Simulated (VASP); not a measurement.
The input files of a VASP run:

File KPOINTS:
```
Automatic mesh
0
G
8 8 8
```

### INCAR
```
SYSTEM = Li2O
PREC = Accurate
ENCUT = 620
EDIFF = 1E-6
NELM = 100
ALGO = Normal
LREAL = .FALSE.
LASPH = .TRUE.
ISMEAR = 0
SIGMA = 0.05
GGA = PE
LWAVE = .FALSE.
LCHARG = .FALSE.
IBRION = 2
ISIF = 3
NSW = 40
EDIFFG = -0.02
```

**POSCAR**
```
Li2O
1
    0.0000000000     2.3100000000     2.3100000000
    2.3100000000     0.0000000000     2.3100000000
    2.3100000000     2.3100000000     0.0000000000
Li O
2 1
Direct
  0.2500000000   0.2500000000   0.2500000000
  0.7500000000   0.7500000000   0.7500000000
  0.0000000000   0.0000000000   0.0000000000
```

POTCAR, in this order: Li_sv O (PBE.64 set). Program: vasp_std.

**Question.** Translate this PBE calculation to Quantum ESPRESSO's pw.x.

**Answer.** One equivalent input (not run):
```
&CONTROL
  calculation = 'vc-relax'
  pseudo_dir = './pseudo'
  outdir = './out'
  tprnfor = .true.
  tstress = .true.
  nstep = 40
  forc_conv_thr = 0.00078
/
&SYSTEM
  ibrav = 0
  nat = 3
  ntyp = 2
  ecutwfc = 84
  occupations = 'smearing'
  smearing = 'gaussian'
  degauss = 0.003675
  input_dft = 'pbe'
/
&ELECTRONS
  conv_thr = 7.3e-08
  electron_maxstep = 100
/
&IONS
/
&CELL
/
ATOMIC_SPECIES
  Li 6.940 Li.upf
  O 15.999 O.upf
CELL_PARAMETERS angstrom
     0.0000000    2.3100000    2.3100000
     2.3100000    0.0000000    2.3100000
     2.3100000    2.3100000    0.0000000
ATOMIC_POSITIONS crystal
  Li   0.2500000  0.2500000  0.2500000
  Li   0.7500000  0.7500000  0.7500000
  O    0.0000000  0.0000000  0.0000000
K_POINTS automatic
  8 8 8 0 0 0
```
What does not carry over: the potentials are each code's own (VASP's PAW set, PseudoDojo norm-conserving files in pw.x), so ENCUT and ecutwfc are chosen apart and not converted; conv_thr bounds pw.x's estimated SCF error, while EDIFF bounds the energy change between steps; forc_conv_thr acts on force components and is met together with etot_conv_thr.

The compound is Li2O in the antifluorite structure. The cell was not relaxed at this level.
